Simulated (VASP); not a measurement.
# InCo2N2 (C2/m) in VASP: reference runs

How does InCo2N2 come out in PBE? The cell is run as given and disturbed.

Everything below comes from runs of VASP 6.6.1. Logs are shortened: lines on timing, memory, paths and dates and some standing lists are left out, and cuts for length are marked.

## 1. The structure

It takes space group C2/m (No. 12, monoclinic). Conventional cell: a = 5.452 Å, b = 3.161 Å, c = 7.793 Å, α = 90.00°, β = 104.51°, γ = 90.00°. Around In (site symmetry 2/m) lie 2 Co at 2.96 Å and 6 In at 3.15 to 3.16 Å and 6 N at 3.16 to 3.22 Å. Co (site symmetry m) is surrounded by 4 N at 1.85 to 1.99 Å. N (site symmetry m) is surrounded by 4 Co at 1.85 to 1.99 Å.

The cell comes from a database or a generator and needn't be the stable form of this composition.

## 2. Single point, PBE, collinear spin, ferromagnetic start (atoms moved at random, drawn with an rms of 0.05 Å)

File INCAR:

```
PREC = Accurate
ENCUT = 520
EDIFF = 1E-7
ISMEAR = -1
SIGMA = 0.05
LREAL = False
LASPH = True
NELM = 120
ALGO = Normal
ISIF = 2
LWAVE = False
LCHARG = False
ISPIN = 2
MAGMOM = 0 2 2 0 0
LORBIT = 11
LMAXMIX = 4
GGA = PE
NBANDS = 32
```

File KPOINTS:

```
Automatic mesh
0
Gamma
  10 10 4
```

File POSCAR:

```
InCo2N2
1.0
    2.7259591304     -1.5805455775      0.0000000000
    2.7259591304      1.5805455775      0.0000000000
   -1.9522687403      0.0000000000      7.5446777696
In Co N
1 2 2
Direct
    0.5255750000      0.4958820000      0.5044880000
    0.6393540000      0.6144400000      0.8863400000
    0.3653760000      0.3746560000      0.1105380000
    0.7178290000      0.7182390000      0.1576890000
    0.2694450000      0.2609910000      0.8405670000
```

Potentials or basis: VASP PAW PBE potentials, release 64 (In_d, Co, N).

On the command line:

```sh
cat potpaw_PBE.64/In_d/POTCAR potpaw_PBE.64/Co/POTCAR potpaw_PBE.64/N/POTCAR > POTCAR
mpirun -np 1 vasp_std > vasp.out
```

OUTCAR:

```text
PREC = Accurate
   ENCUT = 520
   EDIFF = 1E-7
   ISMEAR = -1
   LREAL = False
   LASPH = True
   NELM = 120
   ISIF = 2
   ISPIN = 2
   LORBIT = 11
   GGA = PE

 ion  position               nearest neighbor table
   1  0.526  0.496  0.504-   2 2.88   3 2.97
   2  0.639  0.614  0.886-   5 1.80   5 1.85   5 1.91   4 2.05   3 2.45   3 2.50   3 2.51   1 2.88

   3  0.365  0.375  0.111-   4 1.84   4 1.85   4 1.88   5 2.04   2 2.45   2 2.50   2 2.51   1 2.97

   4  0.718  0.718  0.158-   3 1.84   3 1.85   3 1.88   2 2.05
   5  0.269  0.261  0.841-   2 1.80   2 1.85   2 1.91   3 2.04

  LATTYP: Found a base centered monoclinic cell.
 ALAT       =     5.4519182608
 B/A-ratio  =     0.5798126464
 C/A-ratio  =     1.4294365273
 COS(beta)  =    -0.2505101856

  Lattice vectors:

 A1 = (   2.7259591304,  -1.5805455775,   0.0000000000)
 A2 = (   2.7259591304,   1.5805455775,   0.0000000000)
 A3 = (  -1.9522687403,   0.0000000000,   7.5446777696)

Analysis of symmetry for initial positions (statically):
=====================================================================
 Subroutine PRICEL returns:
 Original cell was already a primitive cell.

 Routine SETGRP: Setting up the symmetry group for a
 base centered monoclinic supercell.

 Subroutine GETGRP returns: Found  1 space group operations
 (whereof  1 operations were pure point group operations)
 out of a pool of  4 trial point group operations.

The static configuration has the point symmetry C_1 .

Analysis of symmetry for dynamics (positions and initial velocities):
=====================================================================
 Subroutine PRICEL returns:
 Original cell was already a primitive cell.

 Routine SETGRP: Setting up the symmetry group for a
 base centered monoclinic supercell.

 Subroutine GETGRP returns: Found  1 space group operations
 (whereof  1 operations were pure point group operations)
 out of a pool of  4 trial point group operations.

The dynamic configuration has the point symmetry C_1 .

Analysis of structural, dynamic, and magnetic symmetry:
=====================================================================
 Subroutine PRICEL returns:
 Original cell was already a primitive cell.

 Routine SETGRP: Setting up the symmetry group for a
 base centered monoclinic supercell.

 Subroutine GETGRP returns: Found  1 space group operations
 (whereof  1 operations were pure point group operations)
 out of a pool of  4 trial point group operations.

The overall configuration has the point symmetry C_1 .

 Subroutine INISYM returns: Found  1 space group operations
 (whereof  1 operations are pure point group operations),
 and found     1 'primitive' translations

----------------------------------------------------------------------------------------

                                     Primitive cell

  volume of cell :      65.0125

  direct lattice vectors                    reciprocal lattice vectors
     2.725959130 -1.580545577  0.000000000     0.183421679 -0.316346461  0.047462386
     2.725959130  1.580545577  0.000000000     0.183421679  0.316346461  0.047462386
    -1.952268740  0.000000000  7.544677770     0.000000000  0.000000000  0.132543765

  length of vectors
     3.151028007  3.151028007  7.793171106     0.368742829  0.368742829  0.132543765

  position of ions in fractional coordinates (direct lattice)
     0.525575000  0.495882000  0.504488000
     0.639354000  0.614440000  0.886340000
     0.365376000  0.374656000  0.110538000
     0.717829000  0.718239000  0.157689000
     0.269445000  0.260991000  0.840567000

  ion indices of the primitive-cell ions
   primitive index   ion index
                 1           1
                 2           2
                 3           3
                 4           4
                 5           5

----------------------------------------------------------------------------------------

 KPOINTS: Automatic mesh

Automatic generation of k-mesh.
 Grid dimensions read from file:
 generate k-points for:   10   10    4

 Generating k-lattice:

  Cartesian coordinates                     Fractional coordinates (reciprocal lattice)
     0.018342168 -0.031634646  0.004746239     0.100000000  0.000000000  0.000000000
     0.018342168  0.031634646  0.004746239     0.000000000  0.100000000  0.000000000
     0.000000000  0.000000000  0.033135941     0.000000000  0.000000000  0.250000000

  Length of vectors
     0.036874283  0.036874283  0.033135941

  Shift w.r.t. Gamma in fractional coordinates (k-lattice)
     0.000000000  0.000000000  0.000000000

 Subroutine IBZKPT returns following result:
 ===========================================

 Found    204 irreducible k-points:

 Following reciprocal coordinates:
            Coordinates               Weight
  0.000000  0.000000  0.000000      1.000000
  0.100000 -0.000000 -0.000000      2.000000
  0.000000 -0.100000  0.000000      2.000000
  0.200000 -0.000000 -0.000000      2.000000
  0.000000 -0.200000  0.000000      2.000000
  0.300000  0.000000 -0.000000      2.000000
[... 16 lines left out ...]
 -0.300000  0.100000 -0.000000      2.000000
 -0.100000  0.300000  0.000000      2.000000
 [... further k-points ...]
   k-points           NKPTS =    204   k-points in BZ     NKDIM =    204   number of bands    NBANDS=     32
   number of dos      NEDOS =    301   number of ions     NIONS =      5
   total plane-waves  NPLWV =  34560
   dimension x,y,z NGX =    24 NGY =   24 NGZ =   60
   dimension x,y,z NGXF=    48 NGYF=   48 NGZF=  120
   ions per type =               1   2   2
   NGX,Y,Z   is equivalent  to a cutoff of  12.66, 12.66, 12.80 a.u.
   NGXF,Y,Z  is equivalent  to a cutoff of  25.32, 25.32, 25.60 a.u.
 SYSTEM =  unknown system
   PREC   = accura    normal or accurate (medium, high low for compatibility)
   ISTART =      0    job   : 0-new  1-cont  2-samecut
   ICHARG =      2    charge: 1-file 2-atom 10-const
   ISPIN  =      2    spin polarized calculation?
   LNONCOLLINEAR =      F non collinear calculations
   LSORBIT =      F    spin-orbit coupling
   LASPH  =      T    aspherical Exc in radial PAW
   ENCUT  =  520.0 eV  38.22 Ry    6.18 a.u.   5.86  5.86 14.49*2*pi/ulx,y,z
   NELM   =    120;   NELMIN=  2; NELMDL= -5     # of ELM steps
   EDIFF  = 0.1E-06   stopping-criterion for ELM
   LREAL  =      F    real-space projection
   EDIFFG = 0.1E-05   stopping-criterion for IOM
   NSW    =      0    number of steps for IOM
   IBRION =     -1    ionic relax: 0-MD 1-quasi-New 2-CG
   NFREE  =      0    steps in history (QN), initial steepest desc. (CG)
   ISIF   =      2    stress and relaxation
   ISYM   =      2    0-nonsym 1-usesym 2-fastsym
   POTIM  = 0.5000    time-step for ionic-motion
   TEBEG  =    0.0;   TEEND  =   0.0 temperature during run
   PSTRESS=    0.0 pullay stress
   NELECT =      41.0000    total number of electrons
   NUPDOWN=      -1.0000    fix difference up-down
   EMIN   =  10.00;   EMAX   =-10.00  energy-range for DOS
   EFERMI =   0.00;   METHOD = LEGACY
   ISMEAR =    -1;   SIGMA  =   0.05  broadening in eV -4-tet -1-fermi 0-gaus
   EFERMI_NEDOS =   21; number of points for ismear=-14 and -15
   IALGO  =     38    algorithm
   IMIX   =      4    mixing-type and parameters
     AMIX     =   0.40;   BMIX     =  1.00
     AMIX_MAG =   1.60;   BMIX_MAG =  1.00
  volume/ion in A,a.u.               =      13.00        87.75
  Fermi-wavevector in a.u.,A,eV,Ry     =   1.403903  2.652992 26.816316  1.970944
  Thomas-Fermi vector in A             =   2.526518
   LORBIT       =     11    0 simple, 1 ext, 2 COOP (PROOUT), +10 PAW based schemes
   GGA     = PE    functional components
   LHFCALC =     F    Hartree Fock is set to
   AEXX    =    0.0000 exact exchange contribution
   IVDW    =     0    specifies the selected vdW correction
   LEPSILON=     F    determine dielectric tensor
   LRPA    =     F    only Hartree local field effects (RPA)
 spin polarized calculation
  energy-cutoff  :      520.00
  volume of cell :       65.01
 maximum number of plane-waves:      1765
   NGX = 11   NGY = 11   NGZ = 29

 number of electron      41.0000000 magnetization       0.4385980

 Free energy of the ion-electron system (eV)
  ---------------------------------------------------
  ext. energy  EPLUGINS =         0.00000000
  ---------------------------------------------------
  free energy    TOTEN  =       -32.02030146 eV

  energy without entropy =      -31.98619885  energy(sigma->0) =      -32.00325015

 E-fermi :   7.7513     XC(G=0): -11.4374

 val. band max:        7.7512766402   @ k =   0.4000  -0.0000   0.0000
 cond. band min:       7.7516860723   @ k =  -0.4000   0.3000   0.2500
 fundamental gap:      0.0004094320
 Fermi energy:         7.7513054146

 spin component 1

 k-point     1 :       0.0000    0.0000    0.0000
  band No.  band energies     occupation
      1      -8.9871      1.00000
      2      -7.9448      1.00000
      3      -7.0409      1.00000
      4      -6.9195      1.00000
      5      -6.9088      1.00000
      6      -6.6517      1.00000
[... 829 lines left out ...]
     31      18.4791      0.00000
     32      19.6440      0.00000

 [... further k-points ...]

 spin component 2

 k-point     1 :       0.0000    0.0000    0.0000
  band No.  band energies     occupation
      1      -8.9421      1.00000
      2      -7.8925      1.00000
      3      -7.0414      1.00000
      4      -6.9191      1.00000
      5      -6.9085      1.00000
      6      -6.6514      1.00000
[... 829 lines left out ...]
     31      18.5170      0.00000
     32      19.6905      0.00000

 [... further k-points ...]

------------------------ aborting loop because EDIFF is reached ----------------------------------------

  FORCE on cell =-STRESS in cart. coord.  units (eV):
  Direction    XX          YY          ZZ          XY          YZ          ZX
  --------------------------------------------------------------------------------------
  -------------------------------------------------------------------------------------
  Total       -1.0125163     -0.3684114     -0.7414607     -0.3129525      0.0146690     -0.1779897
  in kB      -24.9525853     -9.0791790    -18.2726560     -7.7124421      0.3615057     -4.3864025
  external PRESSURE =     -17.4348067 kB  Pullay stress =       0.0000000 kB

 VOLUME and BASIS-vectors are now :
 -----------------------------------------------------------------------------
  energy-cutoff  :      520.00
  volume of cell :       65.01
      direct lattice vectors                 reciprocal lattice vectors
     2.725959130 -1.580545577  0.000000000     0.183421679 -0.316346461  0.047462386
     2.725959130  1.580545577  0.000000000     0.183421679  0.316346461  0.047462386
    -1.952268740  0.000000000  7.544677770     0.000000000  0.000000000  0.132543765

 POSITION                                       TOTAL-FORCE (eV/Angst)
 -----------------------------------------------------------------------------------
      1.79955     -0.04693      3.80620        -0.010945      0.004478     -0.102158
      1.68742     -0.03938      6.68715        -0.659555      0.420570      0.381524
      1.80150      0.01467      0.83397        -0.163560     -0.218078     -0.248872
      3.60681      0.00065      1.18971         0.148578      0.111236     -0.276642
     -0.19507     -0.01336      6.34181         0.685481     -0.318206      0.246148
 -----------------------------------------------------------------------------------
    total drift:                               -0.000178      0.000252      0.000507

  FREE ENERGIE OF THE ION-ELECTRON SYSTEM (eV)
  ---------------------------------------------------
  free  energy   TOTEN  =       -32.0203014571 eV

  energy  without entropy=      -31.9861988511  energy(sigma->0) =      -32.00325015

 total charge

# of ion       s       p       d       tot
------------------------------------------
    1        0.977   0.492   9.856  11.325
    2        0.474   0.662   7.436   8.572
    3        0.471   0.655   7.425   8.551
    4        1.280   2.332   0.000   3.612
    5        1.280   2.339   0.000   3.618
--------------------------------------------------
tot          4.481   6.480  24.717  35.678

 magnetization (x)

# of ion       s       p       d       tot
------------------------------------------
    1        0.003  -0.004   0.000  -0.001
    2        0.004   0.000   0.179   0.184
    3        0.004   0.000   0.178   0.182
    4        0.002   0.028   0.000   0.030
    5        0.002   0.028   0.000   0.030
--------------------------------------------------
tot          0.015   0.052   0.358   0.425
```

Run time: 13 min. Hardware: 1 thread of Intel Xeon Platinum 8488C (Sapphire Rapids), shared host; peak memory 0.69 GiB.

What came out:

```yaml
Free_energy: -32.0203 eV
Pressure: -1.7 GPa
Largest_force: 0.870 eV/Å
Band_gap_on_the_k_mesh: none (metal or under the smearing width)
Net_moment: 0.44 μB per cell
Site_moments: In -0.00; Co +0.18; N +0.03 μB
Valence_electrons_inside_the_program's_atomic_spheres: In 11.32; Co 8.57, 8.55; N 3.61, 3.62
```

Forces in eV/Å, atoms in the order of the input:
```
In  -0.011  0.004 -0.102
Co  -0.660  0.421  0.382
Co  -0.164 -0.218 -0.249
N    0.149  0.111 -0.277
N    0.685 -0.318  0.246
```

Stress tensor (GPa, compression positive):
```
-2.50 -0.77 -0.44
-0.77 -0.91  0.04
-0.44  0.04 -1.83
```

## 3. Single point, PBE, collinear spin, ferromagnetic start

File INCAR:

```
SYSTEM = InCo2N2
  PREC = Accurate
  ENCUT = 520
  EDIFF = 1E-7
  ISMEAR = -1
  SIGMA = 0.05
  LREAL = .False.
  LASPH = .True.
  NELM = 150
  ALGO = Normal
  ISIF = 2
  LWAVE = .False.
  LCHARG = .False.
  ISPIN = 2
  MAGMOM = 0 2 2 0 0
  LORBIT = 11
  LMAXMIX = 4
  GGA = PE
  NBANDS = 32
```

File KPOINTS:

```
regular mesh
0
Gamma
  10 10 4
  0 0 0
```

File POSCAR:

```
InCo2N2
1.0
    2.7259591304     -1.5805455775      0.0000000000
    2.7259591304      1.5805455775      0.0000000000
   -1.9522687403      0.0000000000      7.5446777696
In Co N
1 2 2
Direct
    0.5000000000      0.5000000000      0.5000000000
    0.6273390000      0.6273390000      0.8918950000
    0.3726610000      0.3726610000      0.1081050000
    0.7226160000      0.7226160000      0.1550070000
    0.2773840000      0.2773840000      0.8449930000
```

Potentials or basis: VASP PAW PBE potentials, release 64 (In_d, Co, N).

On the command line:

```sh
cat potpaw_PBE.64/In_d/POTCAR potpaw_PBE.64/Co/POTCAR potpaw_PBE.64/N/POTCAR > POTCAR
mpirun -np 1 vasp_std > vasp.out
```

It took 8.3 min on 1 thread of AMD EPYC 7R13 (Zen 3), shared host; peak memory 0.45 GiB.

It converged, with:

```yaml
Free_energy: -32.0721 eV
Pressure: -0.2 GPa
Largest_force: 0.089 eV/Å
Band_gap_on_the_k_mesh: none (metal or under the smearing width)
Net_moment: 0.43 μB per cell
Site_moments: In -0.00; Co +0.18; N +0.03 μB
Valence_electrons_inside_the_program's_atomic_spheres: In 11.32; Co 8.60; N 3.62
```

Forces in eV/Å, atoms in the order of the input:
```
In   0.000  0.000  0.000
Co   0.069  0.000 -0.023
Co  -0.069  0.000  0.023
N    0.038  0.000 -0.080
N   -0.038  0.000  0.080
```

Stress tensor (GPa, compression positive):
```
 0.13  0.00  0.07
 0.00 -0.47  0.00
 0.07  0.00 -0.20
```

Levels at points of the mesh, in eV from the Fermi level:
Spin up:
| k point | band 17 | band 18 | band 19 | band 20 | band 21 | band 22 | band 23 | band 24 | band 25 | band 26 |
| --- | --- | --- | --- | --- | --- | --- | --- | --- | --- | --- |
| (0.00, 0.00, 0.00) | -1.64 | -1.21 | -1.19 | 1.06 | 2.27 | 2.28 | 2.29 | 2.52 | 2.55 | 4.14 |
| (0.50, 0.00, 0.00) | -2.25 | -1.67 | -1.23 | -1.20 | -0.79 | 0.01 | 0.12 | 1.01 | 1.18 | 4.13 |
| (0.50, 0.50, 0.00) | -1.78 | -1.56 | -1.21 | -1.17 | -0.90 | -0.85 | 0.17 | 0.98 | 1.05 | 4.65 |
| (0.00, 0.00, 0.50) | -2.16 | -1.20 | -1.19 | 1.07 | 1.86 | 2.28 | 2.29 | 2.53 | 2.56 | 5.71 |
| (0.50, 0.00, 0.50) | -1.85 | -1.47 | -1.20 | -1.18 | -0.95 | -0.80 | 0.16 | 1.01 | 1.12 | 4.54 |
| (0.50, 0.50, 0.50) | -2.25 | -1.68 | -1.23 | -1.21 | -0.84 | 0.01 | 0.21 | 0.98 | 1.22 | 4.13 |
Spin down:
```csv
k point,band 16,band 17,band 18,band 19,band 20,band 21,band 22,band 23,band 24,band 25
"(0.00, 0.00, 0.00)",-2.35,-1.54,-0.94,-0.93,1.12,2.36,2.40,2.41,2.62,2.66
"(0.50, 0.00, 0.00)",-2.16,-2.14,-1.62,-1.09,-0.98,-0.67,0.17,0.27,1.15,1.31
"(0.50, 0.50, 0.00)",-2.07,-1.75,-1.49,-1.04,-0.98,-0.79,-0.73,0.39,1.14,1.18
"(0.00, 0.00, 0.50)",-2.36,-2.07,-0.93,-0.93,1.11,1.98,2.39,2.40,2.63,2.66
"(0.50, 0.00, 0.50)",-2.06,-1.81,-1.40,-1.04,-0.97,-0.83,-0.68,0.39,1.16,1.25
"(0.50, 0.50, 0.50)",-2.21,-2.14,-1.61,-1.09,-0.99,-0.72,0.19,0.34,1.13,1.35
```

With open d or f shells a metallic result of PBE can be an artefact of self-interaction; +U or a hybrid may open a gap.
